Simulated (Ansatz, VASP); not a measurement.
**Cross-check of Li4Ge11O24 (glassy 85GeO2-15Li2O (mol %)) between VASP and Ansatz**

Aim: how closely do two programs agree when they are given the same cell, functional and k mesh? The structure shown is the start of the Ansatz relaxation below; VASP solves that cell, so the two are compared at the walk's first step.

Calculated with Ansatz 0.2.0; plane waves, with VASP 6.6.1 beside it; single point at PBEsol.

### Step 1. Set-up

The cell holds 78 atoms: 22 Ge, 8 Li and 48 O. Its edges and angles: a = 10.236 Å, b = 10.236 Å, c = 10.236 Å, α = 90.0°, β = 90.0°, γ = 90.0°. As first built, before any earlier steps moved the atoms (in the runner's words): 78 atoms (22 Ge, 8 Li, 48 O) placed at random at 3.6 g/cm^3, melted at 4000 K for 10 ps at fixed volume with the Morse and Coulomb pair potential with partial charges (Pedone, Malavasi, Menziani, Cormack and Segre, J. Phys. Chem. B 110, 11780 (2006)). Quenched from 4000 K to 300 K at 100 K/ps and fixed volume, held 10 ps at zero pressure.

### Step 2. Ansatz: relaxation, PBEsol

Ansatz runs on its default PAW (the set named soft_2) files.

The two programs are compared at the cell with which this relaxation starts, whose forces are those of its first step.

Contents of input.yaml:

```yaml
crystal:
  lattice:
    - [10.23596, 0.0, 0.0]
    - [0.0, 10.23596, 0.0]
    - [0.0, 0.0, 10.23596]
  atoms:
    - { symbol: Ge, position: [0.77348, 0.34113, 0.68721] }
    - { symbol: Ge, position: [0.26757, 0.86887, 0.48383] }
    - { symbol: Ge, position: [0.38678, 0.35731, 0.4618] }
    - { symbol: Ge, position: [0.7672, 0.01617, 0.63742] }
    - { symbol: Ge, position: [0.37485, 0.1165, 0.66596] }
    - { symbol: Ge, position: [0.74656, 0.75308, 0.27639] }
    - { symbol: Ge, position: [0.1894, 0.20069, 0.88931] }
    - { symbol: Ge, position: [0.43313, 0.00753, 0.96512] }
    - { symbol: Ge, position: [0.29944, 0.48766, 0.00943] }
    - { symbol: Ge, position: [0.56405, 0.49302, 0.20613] }
    - { symbol: Ge, position: [0.10816, 0.43753, 0.29258] }
    - { symbol: Ge, position: [0.81491, 0.30186, 0.18434] }
    - { symbol: Ge, position: [0.02856, 0.47214, 0.84127] }
    - { symbol: Ge, position: [0.24985, 0.81062, 0.01991] }
    - { symbol: Ge, position: [0.0421, 0.9088, 0.25485] }
    - { symbol: Ge, position: [0.92305, 0.07228, 0.0111] }
    - { symbol: Ge, position: [0.63592, 0.06839, 0.33614] }
    - { symbol: Ge, position: [0.61616, 0.77188, 0.82084] }
    - { symbol: Ge, position: [0.89061, 0.56782, 0.48419] }
    - { symbol: Ge, position: [0.47106, 0.49858, 0.72362] }
    - { symbol: Ge, position: [0.0091, 0.80317, 0.66648] }
    - { symbol: Ge, position: [0.89865, 0.75, 0.96809] }
    - { symbol: Li, position: [0.20911, 0.59261, 0.58122] }
    - { symbol: Li, position: [0.50442, 0.64114, 0.43332] }
    - { symbol: Li, position: [0.66174, 0.92305, 0.07083] }
    - { symbol: Li, position: [0.45283, 0.21442, 0.14531] }
    - { symbol: Li, position: [0.47411, 0.83188, 0.26684] }
    - { symbol: Li, position: [0.62999, 0.16804, 0.88417] }
    - { symbol: Li, position: [0.79231, 0.55197, 0.02686] }
    - { symbol: Li, position: [0.29706, 0.04481, 0.26392] }
    - { symbol: O, position: [0.71416, 0.42904, 0.15326] }
    - { symbol: O, position: [0.38226, 0.45122, 0.85392] }
    - { symbol: O, position: [0.39116, 0.4953, 0.56983] }
    - { symbol: O, position: [0.29984, 0.16276, 0.00785] }
    - { symbol: O, position: [0.14711, 0.36909, 0.92271] }
    - { symbol: O, position: [0.83128, 0.42039, 0.55284] }
    - { symbol: O, position: [0.90332, 0.68866, 0.60406] }
    - { symbol: O, position: [0.58706, 0.65982, 0.23149] }
    - { symbol: O, position: [0.91884, 0.82784, 0.32384] }
    - { symbol: O, position: [0.99774, 0.7955, 0.83222] }
    - { symbol: O, position: [0.10245, 0.83333, 0.1122] }
    - { symbol: O, position: [0.55916, 0.08746, 0.04648] }
    - { symbol: O, position: [0.81978, 0.7146, 0.12774] }
    - { symbol: O, position: [0.20224, 0.47663, 0.16158] }
    - { symbol: O, position: [0.74472, 0.69282, 0.89168] }
    - { symbol: O, position: [0.99201, 0.04607, 0.17138] }
    - { symbol: O, position: [0.61924, 0.40915, 0.72285] }
    - { symbol: O, position: [0.67342, 0.90862, 0.27818] }
    - { symbol: O, position: [0.35597, 0.90731, 0.12093] }
    - { symbol: O, position: [0.2324, 0.3516, 0.38266] }
    - { symbol: O, position: [0.28583, 0.9147, 0.89487] }
    - { symbol: O, position: [0.88826, 0.38832, 0.79921] }
    - { symbol: O, position: [0.4682, 0.08075, 0.7998] }
    - { symbol: O, position: [0.10902, 0.53271, 0.71992] }
    - { symbol: O, position: [0.05762, 0.1117, 0.91995] }
    - { symbol: O, position: [0.97104, 0.35695, 0.2349] }
    - { symbol: O, position: [0.68623, 0.8926, 0.72039] }
    - { symbol: O, position: [0.97287, 0.58971, 0.95443] }
    - { symbol: O, position: [0.46656, 0.1133, 0.32901] }
    - { symbol: O, position: [0.73321, 0.19864, 0.28575] }
    - { symbol: O, position: [0.15762, 0.79344, 0.58691] }
    - { symbol: O, position: [0.28138, 0.65318, 0.99485] }
    - { symbol: O, position: [0.68453, 0.03569, 0.49305] }
    - { symbol: O, position: [0.52312, 0.6607, 0.74739] }
    - { symbol: O, position: [0.37062, 0.76861, 0.40702] }
    - { symbol: O, position: [0.83429, 0.2139, 0.04452] }
    - { symbol: O, position: [0.33788, 0.98428, 0.58121] }
    - { symbol: O, position: [0.76043, 0.17267, 0.69866] }
    - { symbol: O, position: [0.43649, 0.24784, 0.57549] }
    - { symbol: O, position: [0.76858, 0.62942, 0.38672] }
    - { symbol: O, position: [0.93161, 0.95829, 0.63286] }
    - { symbol: O, position: [0.44192, 0.44965, 0.09841] }
    - { symbol: O, position: [0.1678, 0.94866, 0.36034] }
    - { symbol: O, position: [0.84196, 0.92896, 0.9863] }
    - { symbol: O, position: [0.23757, 0.18275, 0.73446] }
    - { symbol: O, position: [0.03516, 0.55287, 0.40091] }
    - { symbol: O, position: [0.49902, 0.42272, 0.35288] }
    - { symbol: O, position: [0.53645, 0.863, 0.93646] }
kpoints:
  mp_grid: { grid: [1, 1, 1] }
hamiltonian:
  xc: pbesol
scf:
  occupations: { method: fixed }
output:
  forces: true
relax:
  f_tol: 0.05
  max_steps: 150
  cell: {}
```

The run is started by

```bash
$ ansatz run input.yaml --threads 4 --pin off --max-ram 8192MiB --backend cpu --events-out ev --progress --plain --runs-dir out
```

Numbers of over 12 decimals in the logs are rounded to 6 here.

The log of the run:

```text
Engine: ansatz 0.2.0, x86_64-unknown-linux-gnu
Pseudopotentials: kind: paw
Pseudopotential: Ge, paw, valence charge 14, recommended cutoff 420 eV (normal), Ge.paw.azcp
Pseudopotential: Li, paw, valence charge 3, recommended cutoff 420 eV (normal), Li.paw.azcp
Pseudopotential: O, paw, valence charge 6, recommended cutoff 420 eV (normal), O.paw.azcp
Functional definition: PBEsol
  exchange = pbesol_x
  correlation = pbesol_c
Crystal: 78 atoms, lattice volume = 1072.471 Å³
Basis set: ecut = 420 eV, 20863 PW (Γ), exchange–correlation on 144×144×144 points (8 copies of the dense FFT grid, shifted against one another)
Bands: 388, of which v1, the nominal top of the filled ones, is band 310 counted from 1 (309 counted from 0)
Symmetry: 1 space group operations
Space group: P1 (ITA 1), of the structure as read, at distance tolerance 1.0e-4 Å
k-points: 1
Non-local potential: Ge, projectors of the file, l = 0: 2, l = 1: 2, l = 2: 3, l = 3: 1
Non-local potential: Li, projectors of the file, l = 0: 3, l = 1: 2, l = 2: 1
Non-local potential: O, projectors of the file, l = 0: 2, l = 1: 2, l = 2: 1
PAW form: soft (Blöchl's): semilocal exchange-correlation on the pseudo side does not see the compensation charge
PAW frozen core: Ge, regenerated for the run's functional, and the local potential with it (the file was generated under x = pbe(κ = 0.804, μ = 0.219515), c = pbe(β = 0.066725))
PAW frozen core: O, regenerated for the run's functional, and the local potential with it (the file was generated under x = pbe(κ = 0.804, μ = 0.219515), c = pbe(β = 0.066725))
PAW one-centre angular grid: Ge, 590 points (default); XC on 64 Gauss nodes
PAW one-centre angular grid: Li, 110 points (default); XC on 64 Gauss nodes
PAW one-centre angular grid: O, 110 points (default); XC on 64 Gauss nodes
Initial density: superposition of atomic densities (neutral atoms: chi_scale 0, normalization atom), corrected by the library's trained network
Initial wavefunctions: pseudopotential atomic-orbital guess
Functional: x = pbesol(κ = 0.804, μ = 0.123457), c = pbesol(β = 0.046)
SCF iter   1: F=—  HF=-122121.475458 eV  |F-HF|=—  |Δ(HF+E_count)|=         —  Δρ=1.21e-2  dr2=1.24e0  ethr=1.77e-3  ⟨swp⟩=5.0  Hψ=1292  notcnv=0  defer=75
preconditioner: auto → Resta (q_TF=auto, 2.490 Å⁻¹)  ε∞=2.8  [insulator: Δε(μ)=1.340 eV  Ē_g=20.706 eV  n_scr=256 (ndim 8)  ℏωp=27.9 eV  f_vac=0.216  ε∞_Penn≈2.8]
SCF iter   2: F=—  HF=-122121.128489 eV  |F-HF|=—  |Δ(HF+E_count)|=   3.47e-1  Δρ=2.26e-3  dr2=3.67e-2  ethr=1.99e-4  ⟨swp⟩=2.0  Hψ=588  notcnv=0  defer=76
SCF iter   3: F=—  HF=-122121.123698 eV  |F-HF|=—  |Δ(HF+E_count)|=   4.79e-3  Δρ=9.71e-4  dr2=1.08e-2  ethr=5.92e-6  ⟨swp⟩=2.0  Hψ=491  notcnv=0  defer=76
SCF iter   4: F=—  HF=-122121.124685 eV  |F-HF|=—  |Δ(HF+E_count)|=   9.87e-4  Δρ=6.61e-4  dr2=4.58e-3  ethr=1.75e-6  ⟨swp⟩=2.0  Hψ=469  notcnv=0  defer=76
SCF iter   5: F=—  HF=-122121.124148 eV  |F-HF|=—  |Δ(HF+E_count)|=   5.36e-4  Δρ=1.47e-4  dr2=3.18e-4  ethr=7.39e-7  ⟨swp⟩=2.0  Hψ=469  notcnv=0  defer=76
SCF iter   6: F=—  HF=-122121.124272 eV  |F-HF|=—  |Δ(HF+E_count)|=   1.24e-4  Δρ=7.56e-5  dr2=7.06e-5  ethr=5.13e-8  ⟨swp⟩=2.0  Hψ=588  notcnv=0  defer=72
SCF iter   7: F=—  HF=-122121.125867 eV  |F-HF|=—  |Δ(HF+E_count)|=   1.60e-3  Δρ=3.10e-5  dr2=1.07e-5  ethr=1.14e-8  ⟨swp⟩=2.0  Hψ=698  notcnv=0  defer=71
SCF iter   8: F=—  HF=-122121.125872 eV  |F-HF|=—  |Δ(HF+E_count)|=   4.95e-6  Δρ=1.20e-5  dr2=1.91e-6  ethr=1.73e-9  ⟨swp⟩=2.0  Hψ=473  notcnv=0  defer=71
SCF iter   9: F=—  HF=-122121.125874 eV  |F-HF|=—  |Δ(HF+E_count)|=   1.99e-6  Δρ=4.47e-6  dr2=2.71e-7  ethr=3.08e-10  ⟨swp⟩=2.0  Hψ=472  notcnv=0  defer=71
SCF iter  10: F=—  HF=-122121.125875 eV  |F-HF|=—  |Δ(HF+E_count)|=   2.38e-7  Δρ=3.95e-6  dr2=1.52e-7  ethr=1.61e-11  ⟨swp⟩=4.0  Hψ=1150  notcnv=0
SCF iter  11: F=-122121.125875 eV  HF=-122121.125875 eV  |F-HF|=1.27e-8  |Δ(HF+E_count)|=   6.11e-9  Δρ=8.83e-7  dr2=1.06e-8  ethr=1.61e-11  ⟨swp⟩=4.0  Hψ=1067  notcnv=0
SCF 1 converged in 11 iterations: F = -122121.125875 eV  dr2 = 1.06e-8
  greatest PAW one-centre occupation: 1.000 electrons in one spin orbital (limit 2), on the Li atom at site 28 (counted from 0), in its partial waves of l = 0
relax step   1: F+E_penalty+E_count = -122121.12587461 eV  Δ(F+E_penalty+E_count) = +0.000e0 eV  max|allowed force component| = 3.474e0 eV/Å  Δτ_max = 0.0000 Å  P = +2.194 GPa  Ω = 1072.471 Å³  (11 SCF iters, dr2 threshold 1.00e-7 eV, accepted)
Crystal: 78 atoms, lattice volume = 1051.904 Å³
Basis set: ecut = 420 eV, 20527 PW (Γ), exchange–correlation on 144×144×144 points (8 copies of the dense FFT grid, shifted against one another)
Initial density: handed on by an earlier stage of this run
Initial wavefunctions: those handed on with the density
iter 1 solved again at ethr=3.52e-4 eV; its pass at ethr=3.10e-3 eV (dr2=2.18e0 eV) is discarded
[...]
atom  47  O      0.00582888    -0.00224979    -0.01734206
  atom  48  O     -0.00118797    -0.00531208     0.00011114
  atom  49  O      0.00747643     0.00274177     0.00533660
  atom  50  O     -0.00475605    -0.00523207    -0.00136426
  atom  51  O     -0.00337119    -0.00008439    -0.00874525
  atom  52  O     -0.00512391    -0.00202323     0.00600827
  atom  53  O      0.00097513    -0.00130586     0.00175536
  atom  54  O      0.00075632     0.00146845    -0.00694078
  atom  55  O     -0.00368286     0.00157315    -0.00534393
  atom  56  O      0.00830379     0.00586800    -0.01728570
  atom  57  O      0.00762230    -0.00303948     0.00237590
  atom  58  O      0.00250689    -0.00474193     0.00578315
  atom  59  O      0.00560794     0.00136100     0.00041220
  atom  60  O      0.00651424     0.00084483     0.00317306
  atom  61  O     -0.00499577    -0.00311397     0.00621329
  atom  62  O     -0.00164386     0.00148279    -0.00737874
  atom  63  O     -0.00344933    -0.00477126     0.00151021
  atom  64  O      0.00013280    -0.00058280     0.00252043
  atom  65  O      0.00282801    -0.00826255     0.00098069
  atom  66  O      0.00517137     0.00267870    -0.00169693
  atom  67  O      0.01026196    -0.02027607     0.01673286
  atom  68  O      0.01260873    -0.00020891     0.00750634
  atom  69  O     -0.00000649    -0.00842002    -0.00111266
  atom  70  O     -0.01215909    -0.00139150    -0.00029522
  atom  71  O     -0.00153260    -0.00056665     0.00146464
  atom  72  O     -0.00098141    -0.00354051     0.00328887
  atom  73  O     -0.00418231     0.00773579     0.00419013
  atom  74  O     -0.00073275     0.00015436    -0.00076869
  atom  75  O      0.00103460     0.00193773     0.00316069
  atom  76  O      0.00852202     0.00123519     0.00472108
  atom  77  O      0.00598657     0.00649685    -0.00268850
  atom  78  O      0.00397087     0.00025288     0.00259952
  max |Σ_I F_I| component: 1.20e-5 eV/Å
--- Stress (GPa, compression-positive) ---
        0.014490      -0.005452      -0.006047
       -0.005453       0.020637      -0.000451
       -0.006049      -0.000450       0.017336
  P = ⅓ Tr σ = 0.0175 GPa (0.175 kbar)
--- Relaxed structure (25 steps of the walk, 23 accepted, 2 SCFs on fresh bases) ---
  F+E_penalty+E_count = -122130.24321649 eV   max|allowed force component| = 2.028e-2 eV/Å   (the final SCF, on the basis selected at the relaxed cell)
  cell:  # Å, volume = 997.8806 Å³
    - [9.805799, -0.036371, -0.058533]
    - [-0.036371, 10.001816, 0.092935]
    - [-0.058533, 0.092935, 10.175933]
  atoms:
    - { symbol: Ge, position: [0.782207, 0.349679, 0.691067] }
    - { symbol: Ge, position: [0.265531, 0.866845, 0.482636] }
    - { symbol: Ge, position: [0.385895, 0.375383, 0.478665] }
    - { symbol: Ge, position: [0.773477, 0.016980, 0.617710] }
    - { symbol: Ge, position: [0.357318, 0.124705, 0.656926] }
    - { symbol: Ge, position: [0.748492, 0.751076, 0.262575] }
    - { symbol: Ge, position: [0.193096, 0.208512, 0.898251] }
    - { symbol: Ge, position: [0.428911, -0.000981983, 0.943674] }
    - { symbol: Ge, position: [0.295985, 0.492210, 0.029200] }
    - { symbol: Ge, position: [0.556175, 0.492278, 0.231452] }
    - { symbol: Ge, position: [0.110420, 0.451980, 0.302418] }
    - { symbol: Ge, position: [0.820214, 0.280640, 0.214341] }
    - { symbol: Ge, position: [0.023958, 0.482887, 0.845863] }
    - { symbol: Ge, position: [0.236969, 0.814170, 0.00051085] }
    - { symbol: Ge, position: [0.038975, 0.896374, 0.239362] }
    - { symbol: Ge, position: [0.936977, 0.076463, 0.025341] }
    - { symbol: Ge, position: [0.622504, 0.053861, 0.335630] }
    - { symbol: Ge, position: [0.635109, 0.775787, 0.814751] }
    - { symbol: Ge, position: [0.888463, 0.582287, 0.497221] }
    - { symbol: Ge, position: [0.481450, 0.500344, 0.748085] }
    - { symbol: Ge, position: [-6.645876356242957e-5, 0.819605, 0.668004] }
    - { symbol: Ge, position: [0.911631, 0.751459, 0.974521] }
    - { symbol: Li, position: [0.198519, 0.589031, 0.591260] }
    - { symbol: Li, position: [0.540816, 0.665996, 0.500809] }
    - { symbol: Li, position: [0.658484, 0.939781, 0.054888] }
    - { symbol: Li, position: [0.474176, 0.217954, 0.109273] }
    - { symbol: Li, position: [0.451720, 0.806962, 0.248151] }
    - { symbol: Li, position: [0.618838, 0.171725, 0.844318] }
    - { symbol: Li, position: [0.789405, 0.527495, 0.023366] }
    - { symbol: Li, position: [0.304026, 0.048544, 0.213872] }
    - { symbol: O, position: [0.707491, 0.414525, 0.173848] }
    - { symbol: O, position: [0.414909, 0.445583, 0.895287] }
    - { symbol: O, position: [0.368189, 0.493514, 0.608356] }
    - { symbol: O, position: [0.310723, 0.152804, 0.013307] }
    - { symbol: O, position: [0.155897, 0.381696, 0.947639] }
    - { symbol: O, position: [0.829950, 0.418768, 0.539942] }
    - { symbol: O, position: [0.874500, 0.702249, 0.618247] }
    - { symbol: O, position: [0.573291, 0.663357, 0.209553] }
    - { symbol: O, position: [0.901577, 0.842521, 0.330022] }
    - { symbol: O, position: [1.022589, 0.809371, 0.838343] }
    - { symbol: O, position: [0.075887, 0.804973, 0.088991] }
    - { symbol: O, position: [0.567027, 0.093021, 0.0077068] }
    - { symbol: O, position: [0.831653, 0.686465, 0.127867] }
    - { symbol: O, position: [0.192638, 0.533758, 0.173909] }
    - { symbol: O, position: [0.762776, 0.676962, 0.886278] }
    - { symbol: O, position: [1.036908, 0.061073, 0.171326] }
    - { symbol: O, position: [0.611938, 0.380773, 0.736715] }
    - { symbol: O, position: [0.645207, 0.901549, 0.243510] }
    - { symbol: O, position: [0.353585, 0.897471, 0.106466] }
    - { symbol: O, position: [0.227936, 0.356840, 0.399893] }
    - { symbol: O, position: [0.269926, 0.928007, 0.870158] }
    - { symbol: O, position: [0.872713, 0.381771, 0.836534] }
    - { symbol: O, position: [0.474420, 0.064866, 0.770917] }
    - { symbol: O, position: [0.072083, 0.518867, 0.692118] }
[...]
- { symbol: O, position: [0.947055, 0.976042, 0.598121] }
    - { symbol: O, position: [0.424981, 0.414505, 0.138590] }
    - { symbol: O, position: [0.190954, 0.911366, 0.327111] }
    - { symbol: O, position: [0.844742, 0.926796, 1.006366] }
    - { symbol: O, position: [0.237904, 0.228928, 0.733437] }
    - { symbol: O, position: [0.044771, 0.573823, 0.410539] }
    - { symbol: O, position: [0.521510, 0.457750, 0.398418] }
    - { symbol: O, position: [0.533346, 0.839323, 0.935466] }
```

Reading the cycles: dr2 is the Hartree energy of the density residual (eV), the measure of convergence; HF is the Harris–Foulkes estimate of the energy, which meets the free energy F at convergence.

(Part 1 of 2 ends here.)

[Lines on the potential files, build, host, timing and source positions are cut from VASP's logs without a mark.]

[Logs are printed without paths, hosts, clocks, repeated set-up lines and the standing remarks that a program may print on its own settings, such as how far it seeks lower states.]

[Hosts, paths, dates, database ids (printed as entryN), source tags and the programs' standing remarks are cut or masked in the printed files.]
